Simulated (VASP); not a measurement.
# SrC2 (I4/mmm) in VASP: a series of runs

One crystal, SrC2, is run at these levels: LDA; tasks: single point.

Everything below comes from runs of VASP 6.6.1. Logs are shortened: lines on timing, memory, paths and dates and some standing lists are left out, and cuts for length are marked.

## Step 1: Starting point

The structure is tetragonal, space group I4/mmm (No. 139). Conventional cell: a = 4.114 Å, b = 4.114 Å, c = 6.766 Å, α = 90.00°, β = 90.00°, γ = 90.00°. Sr (site symmetry 4/mmm) has 10 C at 2.79 to 2.97 Å as nearest neighbours. C (site symmetry 4mm) has 1 C at 1.19 Å as nearest neighbours.

## Step 2: Single point, LDA

INCAR reads:

```
SYSTEM = SrC2
  ALGO = Normal
  EDIFF = 1E-7
  ENCUT = 520
  ISIF = 2
  ISMEAR = 0
  LASPH = .True.
  LCHARG = .False.
  LREAL = .False.
  LWAVE = .False.
  NBANDS = 16
  NELM = 100
  PREC = Accurate
  SIGMA = 0.01
```

KPOINTS reads:

```
k-points
0
Gamma
  4 4 4
  0 0 0
```

POSCAR reads:

```
SrC2
1.0
   -2.0571500000      2.0571500000      3.3830000000
    2.0571500000     -2.0571500000      3.3830000000
    2.0571500000      2.0571500000     -3.3830000000
Sr C
1 2
Direct
    0.0000000000      0.0000000000      0.0000000000
    0.4120000000      0.4120000000      0.0000000000
    0.5880000000      0.5880000000      0.0000000000
```

Potentials or basis: VASP PAW LDA potentials, release 64 (Sr_sv, C).

Launch:

```console
cat potpaw_LDA.64/Sr_sv/POTCAR potpaw_LDA.64/C/POTCAR > POTCAR
mpirun -np 1 vasp_std > vasp.out
```

OUTCAR:

```text
SYSTEM = SrC2
   EDIFF = 1E-7
   ENCUT = 520
   ISIF = 2
   ISMEAR = 0
   LASPH = .True.
   LREAL = .False.
   NELM = 100
   PREC = Accurate

 ion  position               nearest neighbor table
   1  0.000  0.000  0.000-   2 2.79   3 2.79   3 2.97   2 2.97   3 2.97   3 2.97   3 2.97   2 2.97
                             2 2.97   2 2.97
   2  0.412  0.412  0.000-   3 1.19   1 2.79   1 2.97   1 2.97   1 2.97   1 2.97
   3  0.588  0.588  0.000-   2 1.19   1 2.79   1 2.97   1 2.97   1 2.97   1 2.97

  LATTYP: Found a body centered tetragonal cell.
 ALAT       =     4.1143000000
 C/A-ratio  =     1.6445081788

  Lattice vectors:

 A1 = (  -2.0571500000,   2.0571500000,   3.3830000000)
 A2 = (   2.0571500000,  -2.0571500000,   3.3830000000)
 A3 = (   2.0571500000,   2.0571500000,  -3.3830000000)

Analysis of symmetry for initial positions (statically):
=====================================================================
 Subroutine PRICEL returns:
 Original cell was already a primitive cell.

 Routine SETGRP: Setting up the symmetry group for a
 body centered tetragonal supercell.

 Subroutine GETGRP returns: Found 16 space group operations
 (whereof 16 operations were pure point group operations)
 out of a pool of 16 trial point group operations.

The static configuration has the point symmetry D_4h.

Analysis of symmetry for dynamics (positions and initial velocities):
=====================================================================
 Subroutine PRICEL returns:
 Original cell was already a primitive cell.

 Routine SETGRP: Setting up the symmetry group for a
 body centered tetragonal supercell.

 Subroutine GETGRP returns: Found 16 space group operations
 (whereof 16 operations were pure point group operations)
 out of a pool of 16 trial point group operations.

The dynamic configuration has the point symmetry D_4h.

 Subroutine INISYM returns: Found 16 space group operations
 (whereof 16 operations are pure point group operations),
 and found     1 'primitive' translations

----------------------------------------------------------------------------------------

                                     Primitive cell

  volume of cell :      57.2656

  direct lattice vectors                    reciprocal lattice vectors
    -2.057150000  2.057150000  3.383000000     0.000000000  0.243054712  0.147797813
     2.057150000 -2.057150000  3.383000000     0.243054712  0.000000000  0.147797813
     2.057150000  2.057150000 -3.383000000     0.243054712  0.243054712  0.000000000

  length of vectors
     4.461885391  4.461885391  4.461885391     0.284464033  0.284464033  0.343731270

  position of ions in fractional coordinates (direct lattice)
     0.000000000  0.000000000  0.000000000
     0.412000000  0.412000000  0.000000000
     0.588000000  0.588000000  0.000000000

  ion indices of the primitive-cell ions
   primitive index   ion index
                 1           1
                 2           2
                 3           3

----------------------------------------------------------------------------------------

 KPOINTS: k-points

Automatic generation of k-mesh.
 Grid dimensions read from file:
 generate k-points for:    4    4    4

 Generating k-lattice:

  Cartesian coordinates                     Fractional coordinates (reciprocal lattice)
     0.000000000  0.060763678  0.036949453     0.250000000  0.000000000 -0.000000000
     0.060763678  0.000000000  0.036949453     0.000000000  0.250000000 -0.000000000
     0.060763678  0.060763678  0.000000000     0.000000000  0.000000000  0.250000000

  Length of vectors
     0.071116008  0.071116008  0.085932817

  Shift w.r.t. Gamma in fractional coordinates (k-lattice)
     0.000000000  0.000000000  0.000000000

 Subroutine IBZKPT returns following result:
 ===========================================

 Found     13 irreducible k-points:

 Following reciprocal coordinates:
            Coordinates               Weight
  0.000000  0.000000  0.000000      1.000000
  0.250000  0.000000  0.000000      8.000000
  0.500000  0.000000  0.000000      4.000000
  0.250000  0.250000  0.000000      8.000000
  0.500000  0.250000  0.000000     16.000000
 -0.250000  0.250000  0.000000      4.000000
  0.500000  0.500000  0.000000      2.000000
  0.250000  0.250000  0.250000      2.000000
 -0.250000  0.250000  0.250000      4.000000
  0.500000  0.500000  0.250000      4.000000
 -0.250000  0.500000  0.250000      8.000000
 -0.250000 -0.250000  0.250000      2.000000
  0.500000  0.500000  0.500000      1.000000
   k-points           NKPTS =     13   k-points in BZ     NKDIM =     13   number of bands    NBANDS=     16
   number of dos      NEDOS =    301   number of ions     NIONS =      3
   total plane-waves  NPLWV =  46656
   dimension x,y,z NGX =    36 NGY =   36 NGZ =   36
   dimension x,y,z NGXF=    72 NGYF=   72 NGZF=   72
   ions per type =               1   2
   NGX,Y,Z   is equivalent  to a cutoff of  13.41, 13.41, 13.41 a.u.
   NGXF,Y,Z  is equivalent  to a cutoff of  26.83, 26.83, 26.83 a.u.
 SYSTEM =  SrC2
   PREC   = accura    normal or accurate (medium, high low for compatibility)
   ISTART =      0    job   : 0-new  1-cont  2-samecut
   ICHARG =      2    charge: 1-file 2-atom 10-const
   ISPIN  =      1    spin polarized calculation?
   LNONCOLLINEAR =      F non collinear calculations
   LSORBIT =      F    spin-orbit coupling
   LASPH  =      T    aspherical Exc in radial PAW
   ENCUT  =  520.0 eV  38.22 Ry    6.18 a.u.   8.30  8.30  8.30*2*pi/ulx,y,z
   NELM   =    100;   NELMIN=  2; NELMDL= -5     # of ELM steps
   EDIFF  = 0.1E-06   stopping-criterion for ELM
   LREAL  =      F    real-space projection
   EDIFFG = 0.1E-05   stopping-criterion for IOM
   NSW    =      0    number of steps for IOM
   IBRION =     -1    ionic relax: 0-MD 1-quasi-New 2-CG
   NFREE  =      0    steps in history (QN), initial steepest desc. (CG)
   ISIF   =      2    stress and relaxation
   ISYM   =      2    0-nonsym 1-usesym 2-fastsym
   POTIM  = 0.5000    time-step for ionic-motion
   TEBEG  =    0.0;   TEEND  =   0.0 temperature during run
   PSTRESS=    0.0 pullay stress
   NELECT =      18.0000    total number of electrons
   NUPDOWN=      -1.0000    fix difference up-down
   EMIN   =  10.00;   EMAX   =-10.00  energy-range for DOS
   EFERMI =   0.00;   METHOD = LEGACY
   ISMEAR =     0;   SIGMA  =   0.01  broadening in eV -4-tet -1-fermi 0-gaus
   EFERMI_NEDOS =   21; number of points for ismear=-14 and -15
   IALGO  =     38    algorithm
   IMIX   =      4    mixing-type and parameters
     AMIX     =   0.40;   BMIX     =  1.00
     AMIX_MAG =   1.60;   BMIX_MAG =  1.00
  volume/ion in A,a.u.               =      19.09       128.82
  Fermi-wavevector in a.u.,A,eV,Ry     =   1.113100  2.103455 16.857518  1.238993
  Thomas-Fermi vector in A             =   2.249682
   LORBIT       =      0    0 simple, 1 ext, 2 COOP (PROOUT), +10 PAW based schemes
   GGA     = CA    functional components
   LHFCALC =     F    Hartree Fock is set to
   AEXX    =    0.0000 exact exchange contribution
   IVDW    =     0    specifies the selected vdW correction
   LEPSILON=     F    determine dielectric tensor
   LRPA    =     F    only Hartree local field effects (RPA)
 non-spin polarized calculation
 Gauss-broadening in eV      SIGMA  =   0.01
  energy-cutoff  :      520.00
  volume of cell :       57.27
 maximum number of plane-waves:      1565
 NGX is ok and might be reduce to    36
   NGX = 17   NGY = 17   NGZ = 17

 number of electron      18.0000000 magnetization

 Free energy of the ion-electron system (eV)
  ---------------------------------------------------
  ext. energy  EPLUGINS =         0.00000000
  ---------------------------------------------------
  free energy    TOTEN  =       -21.54896274 eV

  energy without entropy =      -21.54896274  energy(sigma->0) =      -21.54896274

 E-fermi :   0.4650     XC(G=0):  -9.3177

 val. band max:        0.3918105527   @ k =   0.5000   0.5000   0.5000
 cond. band min:       2.1614990764   @ k =   0.5000   0.5000   0.0000
 fundamental gap:      1.7696885236
 Fermi energy:         0.4649867972

 k-point     1 :       0.0000    0.0000    0.0000
  band No.  band energies     occupation
      1     -32.6164      2.00000
      2     -14.7037      2.00000
      3     -14.7037      2.00000
      4     -14.5816      2.00000
      5     -12.1044      2.00000
      6      -1.7687      2.00000
[... 8 lines left out ...]
     15       9.7113      0.00000
     16      10.3553      0.00000

 k-point     2 :       0.2500    0.0000    0.0000
  band No.  band energies     occupation
      1     -32.6083      2.00000
      2     -14.9232      2.00000
      3     -14.6994      2.00000
      4     -14.6156      2.00000
      5     -11.8298      2.00000
      6      -2.5756      2.00000
[... 8 lines left out ...]
     15       9.1244      0.00000
     16       9.6181      0.00000

 k-point     3 :       0.5000    0.0000    0.0000
  band No.  band energies     occupation
      1     -32.6001      2.00000
      2     -15.1166      2.00000
      3     -14.6950      2.00000
      4     -14.6418      2.00000
      5     -11.5862      2.00000
      6      -3.0315      2.00000
[... 8 lines left out ...]
     15       9.1005      0.00000
     16       9.1689      0.00000

 k-point     4 :       0.2500    0.2500    0.0000
  band No.  band energies     occupation
      1     -32.6003      2.00000
      2     -14.9350      2.00000
      3     -14.8127      2.00000
      4     -14.6461      2.00000
      5     -11.7620      2.00000
      6      -2.8259      2.00000
[... 8 lines left out ...]
     15       9.1808      0.00000
     16       9.5150      0.00000
[... 115 lines left out ...]
 k-point    11 :      -0.2500    0.5000    0.2500
  band No.  band energies     occupation
      1     -32.6017      2.00000
      2     -14.9480      2.00000
      3     -14.7252      2.00000
      4     -14.7188      2.00000
      5     -11.7750      2.00000
      6      -2.8362      2.00000
[... 8 lines left out ...]
     15       8.0888      0.00000
     16       8.5585      0.00000

 k-point    12 :      -0.2500   -0.2500    0.2500
  band No.  band energies     occupation
      1     -32.6099      2.00000
      2     -14.7294      2.00000
      3     -14.7294      2.00000
      4     -14.7066      2.00000
      5     -12.0020      2.00000
      6      -2.8692      2.00000
[... 8 lines left out ...]
     15       9.1448      0.00000
     16       9.7795      0.00000

 k-point    13 :       0.5000    0.5000    0.5000
  band No.  band energies     occupation
      1     -32.6033      2.00000
      2     -14.7974      2.00000
      3     -14.7551      2.00000
      4     -14.7551      2.00000
      5     -11.9808      2.00000
      6      -2.8109      2.00000
[... 8 lines left out ...]
     15       8.8331      0.00000
     16       8.8331      0.00000

------------------------ aborting loop because EDIFF is reached ----------------------------------------

  FORCE on cell =-STRESS in cart. coord.  units (eV):
  Direction    XX          YY          ZZ          XY          YZ          ZX
  --------------------------------------------------------------------------------------
  -------------------------------------------------------------------------------------
  Total       -1.3684064     -1.3684064      5.8024952      0.0000000      0.0000000      0.0000000
  in kB      -38.2852739    -38.2852739    162.3422139      0.0000000      0.0000000      0.0000000
  external PRESSURE =      28.5905554 kB  Pullay stress =       0.0000000 kB

 VOLUME and BASIS-vectors are now :
 -----------------------------------------------------------------------------
  energy-cutoff  :      520.00
  volume of cell :       57.27
      direct lattice vectors                 reciprocal lattice vectors
    -2.057150000  2.057150000  3.383000000     0.000000000  0.243054712  0.147797813
     2.057150000 -2.057150000  3.383000000     0.243054712  0.000000000  0.147797813
     2.057150000  2.057150000 -3.383000000     0.243054712  0.243054712  0.000000000

 POSITION                                       TOTAL-FORCE (eV/Angst)
 -----------------------------------------------------------------------------------
      0.00000      0.00000      0.00000        -0.000000     -0.000000      0.000000
      0.00000      0.00000      2.78759        -0.000000     -0.000000     -6.160185
      0.00000      0.00000      3.97841         0.000000      0.000000      6.160185
 -----------------------------------------------------------------------------------
    total drift:                                0.000000      0.000000      0.000000

  FREE ENERGIE OF THE ION-ELECTRON SYSTEM (eV)
  ---------------------------------------------------
  free  energy   TOTEN  =       -21.5489627361 eV

  energy  without entropy=      -21.5489627361  energy(sigma->0) =      -21.54896274
```

Wall time 13 s (1 thread of Intel Xeon Platinum 8488C (Sapphire Rapids), shared host); peak memory 0.17 GiB.

What came out:

- Free energy: -21.5490 eV
- Pressure: 2.9 GPa
- Largest force: 6.160 eV/Å
- Band gap on the k mesh: 1.77 eV, indirect (least direct gap 2.50 eV)

Forces in eV/Å, atoms in the order of the input:
```
Sr   0.000  0.000  0.000
C    0.000  0.000 -6.160
C    0.000  0.000  6.160
```

Stress tensor (GPa, compression positive):
```
-3.83  0.00  0.00
 0.00 -3.83  0.00
 0.00  0.00 16.23
```

Levels at points of the mesh, in eV from the valence-band top:
| k point | band 5 | band 6 | band 7 | band 8 | band 9 | band 10 | band 11 | band 12 | band 13 | band 14 |
| --- | --- | --- | --- | --- | --- | --- | --- | --- | --- | --- |
| (0.00, 0.00, 0.00) | -12.50 | -2.16 | -1.81 | -1.07 | -1.07 | 3.72 | 3.72 | 4.48 | 5.31 | 6.63 |
| (0.50, 0.00, 0.00) | -11.98 | -3.42 | -2.16 | -1.82 | -0.26 | 5.18 | 6.25 | 6.43 | 6.95 | 7.16 |
| (0.50, 0.50, 0.00) | -12.35 | -2.27 | -2.02 | -1.37 | -0.73 | 1.77 | 6.38 | 7.31 | 8.38 | 8.54 |
| (0.50, 0.50, 0.50) | -12.37 | -3.20 | -1.39 | -1.39 | 0.00 | 3.23 | 5.87 | 7.27 | 7.41 | 7.41 |

Caveat: the k mesh is coarse (spacing up to 0.54 Å⁻¹), so the values aren't converged; the standard files for N, O and F lose accuracy on very short bonds; forces of over 1 eV/Å show positions far from the minimum, so gaps and moduli don't describe the material at rest.

## Step 3: Single point, LDA

INCAR reads:

```
SYSTEM = SrC2
ALGO = Normal ; EDIFF = 1E-6
ENCUT = 520 ; ISIF = 2
ISMEAR = 0 ; LASPH = .True.
LCHARG = .True. ; LELF = .True.
LREAL = .False. ; LVHAR = .True.
LWAVE = .False. ; NBANDS = 16
NELM = 100 ; PREC = Accurate
SIGMA = 0.01
```

KPOINTS reads:

```
k-points
0
Gamma
  8 8 8
  0 0 0
```

POSCAR is that of step 2.

Potentials or basis: VASP PAW LDA potentials, release 64 (Sr_sv, C).

Launch:

```console
cat potpaw_LDA.64/Sr_sv/POTCAR potpaw_LDA.64/C/POTCAR > POTCAR
mpirun -np 1 vasp_std > vasp.out
```

Wall time 41 s (1 thread of Intel Xeon Platinum 8488C (Sapphire Rapids), shared host); peak memory 0.19 GiB.

It converged, with:

```yaml
Free_energy: -21.5492 eV
Pressure: 2.9 GPa
Largest_force: 6.158 eV/Å
Band_gap_on_the_k_mesh: 1.75 eV, indirect (least direct gap 2.50 eV)
```

Forces on the atoms (eV/Å):
```
Sr   0.000  0.000  0.000
C    0.000  0.000 -6.158
C    0.000  0.000  6.158
```

Stress tensor (GPa, compression positive):
```
-3.81  0.00  0.00
 0.00 -3.81  0.00
 0.00  0.00 16.23
```

Levels at points of the mesh, in eV from the valence-band top:
```tsv
k point	band 6	band 7	band 8	band 9	band 10	band 11	band 12	band 13
(0.00, 0.00, 0.00)	-2.18	-1.83	-1.08	-1.08	3.71	3.71	4.46	5.29
(0.50, 0.00, 0.00)	-3.44	-2.18	-1.84	-0.28	5.17	6.23	6.41	6.93
(0.50, 0.50, 0.00)	-2.29	-2.04	-1.39	-0.75	1.75	6.36	7.29	8.36
(0.50, 0.50, 0.50)	-3.22	-1.41	-1.41	-0.02	3.21	5.85	7.25	7.40
```

Caveat: the standard files for N, O and F lose accuracy on very short bonds; forces of over 1 eV/Å show positions far from the minimum, so gaps and moduli don't describe the material at rest.
